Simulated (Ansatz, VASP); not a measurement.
## CdSe (Cadmoselite) in two plane-wave programs

Wanted: the spread between two codes on one cell, functional and k mesh. The cell is taken from a series of runs on this material, whose earlier steps may have relaxed, scaled, displaced or heated it; both programs get it as it stands.

Program: Ansatz 0.2.0. Level of theory: plane waves, with VASP 6.6.1 beside it; relaxation of cell and atoms at PBE. Results are calculated unless marked as measured.

## Step 1: Set-up

The structure is hexagonal, space group P6_3mc (No. 186). Conventional cell: a = 4.383 Å, b = 4.383 Å, c = 7.156 Å, α = 90.00°, β = 90.00°, γ = 120.00°. Nearest to Cd lie 4 Se at 2.68 to 2.69 Å. Nearest to Se lie 4 Cd at 2.68 to 2.69 Å. Farther neighbours and most contacts between anions are not listed.

## Step 2: VASP: relaxation of cell and atoms, PBE

The relaxed volume is the usual yardstick between codes: in a stiff, nearly cubic crystal its relative difference is about their pressure difference at one cell divided by the bulk modulus.

Lines of VASP's logs that name or quote its potential files are left out, and so is its time.

INCAR

```
SYSTEM = CdSe
PREC = Accurate
ENCUT = 500
EDIFF = 1E-07
NELM = 120
ISMEAR = 0
SIGMA = 0.02
LREAL = .FALSE.
ALGO = Normal
GGA = PE
NBANDS = 24
LORBIT = 11
LWAVE = .FALSE.
LCHARG = .FALSE.
ISIF = 3
IBRION = 2
NSW = 80
EDIFFG = -0.005
LASPH = .TRUE.
GGA_COMPAT = .FALSE.
NELMIN = 4
EFERMI = MIDGAP
```

POSCAR

```
CdSe
1.0
    4.3825960000      0.0000000000      0.0000000000
   -2.1912980000      3.7954400000      0.0000000000
    0.0000000000      0.0000000000      7.1557710000
Cd Se
2 2
Direct
    0.3333332894      0.6666665788      0.0046148766
    0.6666667106      0.3333334212      0.5046149465
    0.3333332894      0.6666665788      0.3803850067
    0.6666667106      0.3333334212      0.8803850766
```

KPOINTS

```
Automatic mesh
0
Gamma
9 9 6
0 0 0
```

The projector-augmented-wave data sets are Cd and Se (PBE family, release 64).

Launch:

```console
$ mpirun -np 1 vasp_std
```

Numbers of over 12 decimals in the logs are rounded to 6 here.

The log of the run:

```text
[banner, memory and clock lines left out]
running    1 mpi-ranks, on    1 nodes
 distrk:  each k-point on    1 cores,    1 groups
 distr:  one band on    1 cores,    1 groups

 POSCAR found type information on POSCAR CdSe
 POSCAR found :  2 types and       4 ions
 LDA part: xc-table for (Slater+PW92), standard interpolation
 POSCAR, INCAR and KPOINTS ok, starting setup
 FFT: planning ... GRIDC
 FFT: planning ... GRID_SOFT
 FFT: planning ... GRID
 WAVECAR not read
 entering main loop
       N       E                     dE             d eps       ncg     rms          rms(c)
DAV:   1     0.232740441110E+03    0.23274E+03   -0.16666E+04  2304   0.130E+03
DAV:   2     0.953003837776E-02   -0.23273E+03   -0.22654E+03  2712   0.318E+02
DAV:   3    -0.116765271741E+02   -0.11686E+02   -0.11653E+02  2800   0.725E+01
DAV:   4    -0.117632890824E+02   -0.86762E-01   -0.86745E-01  2624   0.613E+00
DAV:   5    -0.117639708919E+02   -0.68181E-03   -0.68177E-03  2880   0.494E-01    0.782E+00
DAV:   6    -0.110265537955E+02    0.73742E+00   -0.15000E+00  2768   0.114E+01    0.627E+00
DAV:   7    -0.109952690955E+02    0.31285E-01   -0.51654E-01  2688   0.373E+00    0.260E+00
DAV:   8    -0.109950042087E+02    0.26489E-03   -0.48220E-02  2512   0.227E+00    0.346E-01
DAV:   9    -0.109949579832E+02    0.46225E-04   -0.72914E-03  2760   0.989E-01    0.931E-02
DAV:  10    -0.109951535419E+02   -0.19556E-03   -0.86791E-04  2536   0.313E-01    0.732E-02
DAV:  11    -0.109952509081E+02   -0.97366E-04   -0.23855E-04  2520   0.943E-02    0.220E-02
DAV:  12    -0.109952314628E+02    0.19445E-04   -0.72206E-05  2848   0.828E-02    0.696E-03
DAV:  13    -0.109952343886E+02   -0.29258E-05   -0.15186E-05  2496   0.196E-02    0.872E-03
DAV:  14    -0.109952341074E+02    0.28114E-06   -0.90113E-07  2856   0.520E-03    0.444E-03
DAV:  15    -0.109952343834E+02   -0.27597E-06   -0.14887E-07  2032   0.199E-03    0.938E-04
DAV:  16    -0.109952344135E+02   -0.30128E-07   -0.75839E-08  1760   0.183E-03
   1 F= -.10995234E+02 E0= -.10995234E+02  d E =-.109952E+02
 curvature:   0.00 expect dE= 0.000E+00 dE for cont linesearch  0.000E+00
 trial: gam= 0.00000 g(F)=  0.160E-05 g(S)=  0.121E-02 ort = 0.000E+00 (trialstep = 0.100E+01)
 search vector abs. value=  0.121E-02
 bond charge predicted
       N       E                     dE             d eps       ncg     rms          rms(c)
DAV:   1    -0.110101971002E+02   -0.14963E-01   -0.31604E-01  2472   0.559E+00    0.910E-01
DAV:   2    -0.109973370059E+02    0.12860E-01   -0.33859E-02  2520   0.216E+00    0.299E-01
DAV:   3    -0.109959724423E+02    0.13646E-02   -0.34547E-03  2464   0.473E-01    0.265E-01
DAV:   4    -0.109957309181E+02    0.24152E-03   -0.31645E-04  2416   0.104E-01    0.459E-02
DAV:   5    -0.109957052002E+02    0.25718E-04   -0.87969E-05  2856   0.999E-02    0.142E-02
DAV:   6    -0.109957052200E+02   -0.19763E-07   -0.99626E-06  2456   0.268E-02    0.465E-03
DAV:   7    -0.109957055034E+02   -0.28345E-06   -0.33540E-07  2432   0.336E-03    0.110E-03
DAV:   8    -0.109957055578E+02   -0.54401E-07   -0.56757E-08  1848   0.209E-03
   2 F= -.10995706E+02 E0= -.10995706E+02  d E =-.471144E-03
 trial-energy change:   -0.000471  1 .order   -0.000480   -0.001214    0.000253
 step:   0.8218(harm=  0.8273)  dis= 0.00011  next Energy=   -10.995728 (dE=-0.494E-03)
 bond charge predicted
       N       E                     dE             d eps       ncg     rms          rms(c)
DAV:   1    -0.109961885815E+02   -0.48308E-03   -0.10023E-02  2480   0.991E-01    0.160E-01
DAV:   2    -0.109957722511E+02    0.41633E-03   -0.10940E-03  2528   0.388E-01    0.520E-02
DAV:   3    -0.109957310744E+02    0.41177E-04   -0.11183E-04  2456   0.844E-02    0.461E-02
DAV:   4    -0.109957288066E+02    0.22678E-05   -0.98026E-06  2432   0.190E-02    0.759E-03
DAV:   5    -0.109957290916E+02   -0.28499E-06   -0.28849E-06  2848   0.183E-02    0.282E-03
DAV:   6    -0.109957293776E+02   -0.28598E-06   -0.32249E-07  2216   0.489E-03    0.871E-04
DAV:   7    -0.109957293419E+02    0.35710E-07   -0.17043E-08  1208   0.894E-04
   3 F= -.10995729E+02 E0= -.10995729E+02  d E =-.494928E-03
 curvature:  -0.41 expect dE=-0.872E-07 dE for cont linesearch -0.265E-07
 trial: gam=-0.00709 g(F)=  0.106E-06 g(S)=  0.105E-06 ort = 0.882E-05 (trialstep = 0.964E+00)
 search vector abs. value=  0.147E-06
 reached required accuracy - stopping structural energy minimisation
```

OUTCAR, selected parts (step 2):

```text
ion  position               nearest neighbor table
   1  0.333  0.667  0.005-   4 2.68   4 2.68   4 2.68   3 2.69
   2  0.667  0.333  0.505-   3 2.68   3 2.68   3 2.68   4 2.69
   3  0.333  0.667  0.380-   2 2.68   2 2.68   2 2.68   1 2.69
   4  0.667  0.333  0.880-   1 2.68   1 2.68   1 2.68   2 2.69

  LATTYP: Found a hexagonal cell.
 ALAT       =     4.3825960000
 C/A-ratio  =     1.6327699382

 Subroutine GETGRP returns: Found 12 space group operations
 (whereof  6 operations were pure point group operations)

The static configuration has the point symmetry C_3v.
 The point group associated with its full space group is C_6v.

 Found     48 irreducible k-points:

   k-points           NKPTS =     48   k-points in BZ     NKDIM =     48   number of bands    NBANDS=     24

   dimension x,y,z NGX =    32 NGY =   32 NGZ =   54
   dimension x,y,z NGXF=    64 NGYF=   64 NGZF=  108

   ENCUT  =  500.0 eV  36.75 Ry    6.06 a.u.   7.99  7.99 13.05*2*pi/ulx,y,z

   NELECT =      36.0000    total number of electrons

 k-points in reciprocal lattice and weights: Automatic mesh
   0.00000000  0.00000000  0.00000000       0.002
   0.11111111 -0.00000000  0.00000000       0.012
   0.22222222 -0.00000000  0.00000000       0.012
   0.33333333 -0.00000000  0.00000000       0.012
   0.44444444 -0.00000000  0.00000000       0.012
   0.11111111  0.11111111  0.00000000       0.012
   0.22222222  0.11111111  0.00000000       0.025
   0.33333333  0.11111111  0.00000000       0.025
   0.44444444  0.11111111  0.00000000       0.012
[...]
0.33333333  0.22222222  0.50000000       0.025
   0.33333333  0.33333333  0.50000000       0.004

 average (electrostatic) potential at core
       1 -40.3494       2 -40.3494       3 -56.7967       4 -56.7967

 E-fermi :   0.7405

 k-point     1 :       0.0000    0.0000    0.0000
  band No.  band energies     occupation
    ...
     14      -0.2044      2.00000
     15      -0.2044      2.00000
     16       0.4332      2.00000
     17       0.4759      2.00000
     18       0.4759      2.00000
     19       1.0050      0.00000
     20       2.6134      0.00000
     21       6.3285      0.00000
     22       6.3285      0.00000
     23       6.5962      0.00000
    ...

 k-point     2 :       0.1111   -0.0000    0.0000
  band No.  band energies     occupation
    ...
     14      -0.7127      2.00000
     15      -0.3818      2.00000
     16      -0.3429      2.00000
     17       0.3543      2.00000
     18       0.3960      2.00000
     19       1.8416      0.00000
     20       3.1222      0.00000
     21       5.9572      0.00000
     22       6.5010      0.00000
     23       6.7398      0.00000
    ...

 k-point     3 :       0.2222   -0.0000    0.0000
  band No.  band energies     occupation
    ...
     14      -1.6218      2.00000
     15      -1.3281      2.00000
     16      -0.6563      2.00000
     17       0.1061      2.00000
     18       0.1912      2.00000
     19       2.7264      0.00000
     20       3.8073      0.00000
     21       5.6021      0.00000
     22       6.4433      0.00000
     23       6.8199      0.00000
    ...

  Total        0.0020579      0.0020579     -0.0004437      0.0000000      0.0000000     -0.0000000
  in kB        0.0275505      0.0275505     -0.0059400      0.0000000      0.0000000     -0.0000000
  external PRESSURE =       0.0163870 kB  Pullay stress =       0.0000000 kB

  energy-cutoff  :      500.00
  volume of cell :      119.68
      direct lattice vectors                 reciprocal lattice vectors
     4.390763110  0.000000000  0.000000000     0.227750843  0.131491992 -0.000000000
    -2.195381555  3.802512928  0.000000000     0.000000000  0.262983984 -0.000000000
     0.000000000  0.000000000  7.168019246     0.000000000  0.000000000  0.139508554

 POSITION                                       TOTAL-FORCE (eV/Angst)
 -----------------------------------------------------------------------------------
      0.00000      2.53501      0.03319         0.000000      0.000000      0.000743
      2.19538      1.26750      3.61720        -0.000000      0.000000      0.000743
      0.00000      2.53501      2.72649        -0.000000     -0.000000     -0.000743
      2.19538      1.26750      6.31050        -0.000000      0.000000     -0.000743
 -----------------------------------------------------------------------------------
    total drift:                               -0.000000     -0.000245     -0.000324

  FREE ENERGIE OF THE ION-ELECTRON SYSTEM (eV)
  ---------------------------------------------------
  free  energy   TOTEN  =       -10.9957293419 eV

  energy  without entropy=      -10.9957293419  energy(sigma->0) =      -10.99572934

 reached required accuracy - stopping structural energy minimisation

 total charge
# of ion       s       p       d       tot
------------------------------------------
    1        0.435   0.281   9.554  10.270
    2        0.435   0.281   9.554  10.270
    3        1.446   2.367   0.018   3.831
    4        1.446   2.367   0.018   3.831
--------------------------------------------------
tot          3.761   5.296  19.145  28.203

[... 3 further parts left out ...]
```

The run keeps the 12 symmetry operations of its start, so it cannot find a distortion of lower symmetry.

[end of part 1 of 2]

[Lines on the potential files, build, host, timing and source positions are cut from VASP's logs without a mark.]

[Logs are printed without paths, hosts, clocks, repeated set-up lines and the standing remarks that a program may print on its own settings, such as how far it seeks lower states.]

[Hosts, paths, dates, database ids (printed as entryN), source tags and the programs' standing remarks are cut or masked in the printed files.]
